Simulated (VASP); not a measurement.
Consider the following.

```
CELL_PARAMETERS angstrom
      1.40927    -2.44093     0.00000
      1.40927     2.44093     0.00000
      0.00000     0.00000     4.52396
ATOMIC_POSITIONS crystal
  Mg 0.33333 0.66667 0.25000
  Mg 0.66667 0.33333 0.75000
```

All values below come from PBE GGA, VASP's PBE PAW potentials (set 64) (plane waves; VASP). Settings: 500 eV cut-off, 15×15×8 Γ-centred mesh, first-order Methfessel-Paxton smearing of 0.10 eV, potentials Mg.

Energy and stress use the plane-wave basis of the starting cell.

Question: The ions, cell shape and volume at an external pressure of 45.0 GPa are relaxed. Which structure does the run end with?

Answer: 
```
CELL_PARAMETERS angstrom
      1.36606    -2.36609     0.00000
      1.36606     2.36609     0.00000
      0.00000     0.00000     4.38301
ATOMIC_POSITIONS crystal
  Mg 0.33333 0.66667 0.25000
  Mg 0.66667 0.33333 0.75000
```
Space group P6_3/mmc (194), at a tolerance of 0.03 Å.

Question: How do energy and volume change from the first to the last step?

Answer: The energy (σ→0) changes by +322.8 meV/atom and the volume by -9.0 %, in 4 ionic steps.

The compound is Mg in the hcp structure. This run relaxes it under an external pressure of 45 GPa. Symmetry was kept, so distortions that lower it aren't found.
